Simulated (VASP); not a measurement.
A 63-atom supercell of SiC (zinc blende) holds Cr on the Si site with a neighbouring C vacancy in charge state -1. It is relaxed twice, with the total moment held at 1 and at 3 μB. Calculation: PBE GGA, VASP's PBE PAW potentials (set 64) (plane waves; VASP). Run with PREC = Normal, LREAL = Auto, ISYM = 0, NELECT = 261.0, EDIFF = 1E-5, 400 eV cut-off, 1×1×1 Γ-centred mesh, Gaussian smearing of 0.050 eV, potentials Si C Cr_pv.

The cell is charged, with a uniform compensating background. The supercell is sampled at Γ alone, which is coarse: total energies, pressure and levels can be off, energies of defects by several tenths of an eV.

Which spin state lies lower, and by how much?

The state with 3 μB lies lower, by 0.11 eV.

The cell is a supercell with a defect, built from SiC (zinc blende).
